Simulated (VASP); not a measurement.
```
CELL_PARAMETERS angstrom
      0.00000     2.47487     2.47487
      2.47487     0.00000     2.47487
      2.47487     2.47487     0.00000
ATOMIC_POSITIONS crystal
  Bi 0.00000 0.00000 0.00000
```

Method: PBEsol GGA, VASP's PBE PAW potentials (set 64) (plane waves; VASP). Settings: 480 eV cut-off, 12×12×12 Γ-centred mesh, first-order Methfessel-Paxton smearing of 0.10 eV, potentials Bi_d.

Energy and stress use the plane-wave basis of the starting cell.

The ions, cell shape and volume at an external pressure of 20.0 GPa are relaxed. Which structure does the run end with?

```
CELL_PARAMETERS angstrom
      0.00000     2.30549     2.30549
      2.30549     0.00000     2.30549
      2.30549     2.30549     0.00000
ATOMIC_POSITIONS crystal
  Bi 0.00000 0.00000 0.00000
```
Space group Fm-3m (225), at a tolerance of 0.03 Å.

How do energy and volume change from the first to the last step?

The energy (σ→0) changes by +290.5 meV/atom and the volume by -19.2 %, in 5 ionic steps.

```
step  E(σ→0) (eV)  max force (eV/Å)  pressure (GPa)  volume (Å³)
----  -----------  ----------------  --------------  -----------
1         -4.1677             0.000           -0.36        30.32
2         -0.4965             0.000          152.40        16.36
3         -3.9482             0.000           16.66        25.13
4         -3.9071             0.000           18.62        24.76
5         -3.8772             0.000           20.01        24.51
```

The structure was generated: Bi was put into the fcc type (Fm-3m), which need not be its known phase. This run relaxes it under an external pressure of 20 GPa. Symmetry was kept, so distortions that lower it aren't found.
